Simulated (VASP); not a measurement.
Level of theory: PBE GGA with D3 dispersion (zero damping), VASP's PBE PAW potentials (set 64) (plane waves; VASP).

The input files of a VASP run:

File KPOINTS:
```
kpoints
0
Gamma
7 7 5
0 0 0
```

**INCAR**
```
SYSTEM = P
PREC = Accurate; ENCUT = 520; LREAL = .FALSE.
LASPH = .TRUE.
EDIFF = 1E-7; NELM = 100; ALGO = Normal
ISMEAR = 0; SIGMA = 0.05
GGA = PE; IVDW = 11
IBRION = 2; NSW = 30; ISIF = 4
EDIFFG = -0.01
LWAVE = .FALSE.; LCHARG = .FALSE.
```

POSCAR:
```
P
1
    1.6600479727    -5.3075301028     0.0000000000
    1.6600479727     5.3075301028     0.0000000000
    0.0000000000     0.0000000000     4.3815882827
P
4
Direct
  0.1007901991   0.8992098009   0.9191745185
  0.3992098009   0.6007901991   0.4191745185
  0.6007901991   0.3992098009   0.5808254815
  0.8992098009   0.1007901991   0.0808254815
```

POTCAR, in this order: P (PBE.64 set). Program: vasp_std.

Question: Predict the energy per atom (σ→0), dispersion energy.

Answer: 
```json
{
  "energy per atom (σ→0)": "-5.545 eV/atom",
  "dispersion_energy": "-0.707 eV"
}
```

**OSZICAR**
```
...
       N       E                     dE             d eps       ncg     rms          rms(c)
DAV:   1    -0.214720707303E+02   -0.86295E-04   -0.58196E-03  1416   0.455E-01    0.713E-02
DAV:   2    -0.214720402758E+02    0.30454E-04   -0.36165E-04  1764   0.137E-01    0.242E-02
DAV:   3    -0.214720141094E+02    0.26166E-04   -0.42112E-05  1646   0.432E-02    0.118E-02
DAV:   4    -0.214720107346E+02    0.33747E-05   -0.18875E-05  1728   0.266E-02    0.286E-03
DAV:   5    -0.214720107253E+02    0.93116E-08   -0.18068E-06  1686   0.945E-03    0.315E-03
DAV:   6    -0.214720107435E+02   -0.18118E-07   -0.12955E-07   978   0.272E-03
   2 F= -.22179140E+02 E0= -.22178862E+02  d E =-.754186E-04
```

The compound is P in the black structure. This run relaxes it. Symmetry was kept, so distortions that lower it aren't found.
